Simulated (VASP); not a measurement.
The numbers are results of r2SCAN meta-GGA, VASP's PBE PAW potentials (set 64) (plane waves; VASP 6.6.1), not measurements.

A VASP calculation is set up with these files.

**KPOINTS_OPT**
```
k-points along high-symmetry lines
6
Line-mode
Reciprocal
  0.000000   0.000000   0.000000 ! GAMMA
  0.500000   0.000000   0.000000 ! M

  0.500000   0.000000   0.000000 ! M
  0.333333   0.333333   0.000000 ! K

  0.333333   0.333333   0.000000 ! K
  0.000000   0.000000   0.000000 ! GAMMA

  0.000000   0.000000   0.000000 ! GAMMA
  0.000000   0.000000   0.500000 ! A

  0.000000   0.000000   0.500000 ! A
  0.500000   0.000000   0.500000 ! L

  0.500000   0.000000   0.500000 ! L
  0.333333   0.333333   0.500000 ! H

  0.333333   0.333333   0.500000 ! H
  0.000000   0.000000   0.500000 ! A

  0.500000   0.000000   0.500000 ! L
  0.500000   0.000000   0.000000 ! M

  0.333333   0.333333   0.500000 ! H
  0.333333   0.333333   0.000000 ! K
```

KPOINTS:
```
kpoints
0
gamma
 14 14 12
0 0 0
```

File POSCAR:
```
TaAs
1
    3.4134945867    -0.0000000201     0.0000000000
   -1.7067468286     2.9561733526    -0.0000000000
    0.0000000000     0.0000000000     3.4485794111
Ta As
1 1
Direct
  1.0000000000   0.0000000000   0.0000000000
  0.6666670000   0.3333330000   0.5000000000
```

INCAR:
```
ALGO=Normal
EDIFF=1E-7
ENCUT=400
ISIF=2
ISMEAR=-5
LASPH=.TRUE.
LCHARG=.FALSE.
LMAXMIX=6
LMIXTAU=.TRUE.
LORBIT=11
LREAL=.FALSE.
LWAVE=.FALSE.
METAGGA=R2SCAN
NEDOS=601
NELM=100
PREC=Accurate
SYSTEM=TaAs
```

POTCAR, in this order: Ta_pv As (PBE.64 set). Program: vasp_std.

The run wrote:

File OSZICAR:
```
       N       E                     dE             d eps       ncg     rms          rms(c)
DAV:   1     0.269723545518E+02    0.26972E+02   -0.76579E+03  4032   0.107E+03
DAV:   2    -0.662561844191E+02   -0.93229E+02   -0.89230E+02  4788   0.268E+02
DAV:   3    -0.688629581322E+02   -0.26068E+01   -0.25526E+01  5112   0.423E+01
DAV:   4    -0.688953122567E+02   -0.32354E-01   -0.32220E-01  4572   0.449E+00
DAV:   5    -0.688957542522E+02   -0.44200E-03   -0.44227E-03  5088   0.469E-01    0.157E+01
DAV:   6    -0.644829488550E+02    0.44128E+01   -0.29523E+00  4608   0.190E+01    0.602E+00
DAV:   7    -0.644069903281E+02    0.75959E-01   -0.25547E-01  4872   0.451E+00    0.240E+00
DAV:   8    -0.644839824670E+02   -0.76992E-01   -0.26308E-01  4236   0.530E+00    0.465E-01
DAV:   9    -0.645370378402E+02   -0.53055E-01   -0.91894E-02  4168   0.312E+00    0.264E-01
DAV:  10    -0.645415268863E+02   -0.44890E-02   -0.36399E-03  4660   0.570E-01    0.216E-01
DAV:  11    -0.645405583320E+02    0.96855E-03   -0.56505E-03  4228   0.705E-01    0.115E-01
DAV:  12    -0.645415908722E+02   -0.10325E-02   -0.27981E-03  4120   0.475E-01    0.701E-02
DAV:  13    -0.645421990838E+02   -0.60821E-03   -0.43294E-04  4456   0.210E-01    0.340E-02
DAV:  14    -0.645422504708E+02   -0.51387E-04   -0.15330E-04  4572   0.119E-01    0.122E-02
DAV:  15    -0.645422574167E+02   -0.69459E-05   -0.98765E-06  4332   0.302E-02    0.275E-03
DAV:  16    -0.645422621664E+02   -0.47498E-05   -0.23122E-06  4444   0.161E-02    0.132E-03
DAV:  17    -0.645422614969E+02    0.66949E-06   -0.80028E-08  2540   0.280E-03    0.108E-03
DAV:  18    -0.645422616612E+02   -0.16431E-06   -0.16897E-07  3036   0.356E-03    0.413E-04
DAV:  19    -0.645422612823E+02    0.37897E-06   -0.23925E-08  2088   0.163E-03    0.189E-04
DAV:  20    -0.645422614375E+02   -0.15518E-06   -0.17807E-09  2052   0.418E-04    0.136E-04
DAV:  21    -0.645422612574E+02    0.18008E-06   -0.10031E-09  2040   0.395E-04    0.559E-05
DAV:  22    -0.645422613613E+02   -0.10391E-06   -0.19599E-10  2028   0.148E-04    0.202E-05
DAV:  23    -0.645422613386E+02    0.22735E-07   -0.48331E-11  2028   0.561E-05
   1 F= -.64542261E+02 E0= -.64542261E+02  d E =0.000000E+00
       N       E                     dE             ncg
```

### OUTCAR
```
------------------------ aborting loop because EDIFF is reached ----------------------------------------
  FORCE on cell =-STRESS in cart. coord.  units (eV):
  Direction    XX          YY          ZZ          XY          YZ          ZX
  --------------------------------------------------------------------------------------
  Total       -0.0236641     -0.0236641      0.0748000     -0.0000000     -0.0000000      0.0000000
  in kB       -1.0895088     -1.0895090      3.4438406     -0.0000002     -0.0000000      0.0000000
  external PRESSURE =       0.4216076 kB  Pullay stress =       0.0000000 kB
  volume of cell :       34.80
      direct lattice vectors                 reciprocal lattice vectors
     3.413494587 -0.000000020  0.000000000     0.292954911  0.169137532  0.000000000
    -1.706746829  2.956173353  0.000000000     0.000000002  0.338275156  0.000000000
     0.000000000  0.000000000  3.448579411     0.000000000  0.000000000  0.289974474
 POSITION                                       TOTAL-FORCE (eV/Angst)
 -----------------------------------------------------------------------------------
      0.00000      0.00000      0.00000        -0.000000      0.000000      0.000000
      1.70675      0.98539      1.72429         0.000000     -0.000000      0.000000
 -----------------------------------------------------------------------------------
    total drift:                               -0.000248      0.000143      0.000000
  FREE ENERGIE OF THE ION-ELECTRON SYSTEM (eV)
  ---------------------------------------------------
  free  energy   TOTEN  =       -64.5422613386 eV

  energy  without entropy=      -64.5422613386  energy(sigma->0) =      -64.54226134

 total charge

# of ion       s       p       d       tot
------------------------------------------
    1        0.283   6.166   2.375   8.824
    2        1.190   1.732   0.082   3.004
--------------------------------------------------
tot          1.474   7.897   2.457  11.828
```
(Selected blocks of OUTCAR.)

**OUTCAR**
```
 val. band max:        6.7096506275   @ k =   0.0000   0.0000   0.3333

 cond. band min:       6.7096518030   @ k =   0.0000   0.0000   0.3333


 Fermi energy:         6.7014214761

 k-point     1 :       0.0000    0.0000    0.0000
  band No.  band energies     occupation
      1     -29.3553      2.00000
      2     -29.2038      2.00000
      3     -29.2038      2.00000
      4      -7.7549      2.00000
      5       3.7278      2.00000
      6       4.4081      2.00000
      7       4.4081      2.00000
      8       5.8284      2.00000
      9       8.6038      0.00000
     10       8.6038      0.00000
     11      11.3804      0.00000
     12      11.6386      0.00000

 k-point     2 :       0.0714    0.0000    0.0000
  band No.  band energies     occupation
      1     -29.3535      2.00000
      2     -29.2163      2.00000
      3     -29.2068      2.00000
      4      -7.6640      2.00000
      5       3.7096      2.00000
      6       4.2219      2.00000
      7       4.4755      2.00000
      8       5.5850      2.00000
      9       8.5676      0.00000
     10       8.9276      0.00000
     11      10.8341      0.00000
     12      11.4761      0.00000

 k-point     3 :       0.1429    0.0000    0.0000
  band No.  band energies     occupation
      1     -29.3483      2.00000
      2     -29.2510      2.00000
      3     -29.2149      2.00000
      4      -7.3984      2.00000
      5       3.2331      2.00000
      6       4.1977      2.00000
      7       4.6670      2.00000
      8       5.0755      2.00000
      9       8.4684      0.00000
     10       9.6599      0.00000
     11       9.9806      0.00000
     12      11.0966      0.00000

 k-point     4 :       0.2143    0.0000    0.0000
  band No.  band energies     occupation
      1     -29.3407      2.00000
      2     -29.3006      2.00000
      3     -29.2267      2.00000
      4      -6.9797      2.00000
      5       2.3648      2.00000
      6       4.4096      2.00000
...
```

For a metal the tetrahedron method with Blöchl corrections gives inexact stress and forces. Unless said otherwise, spin-orbit coupling is left out, though it shifts the bands of the heavy elements here.

The structure was generated: TaAs was put into the WC type (P-6m2), which need not be its known phase. It was relaxed first, which changed the volume by -7 %.
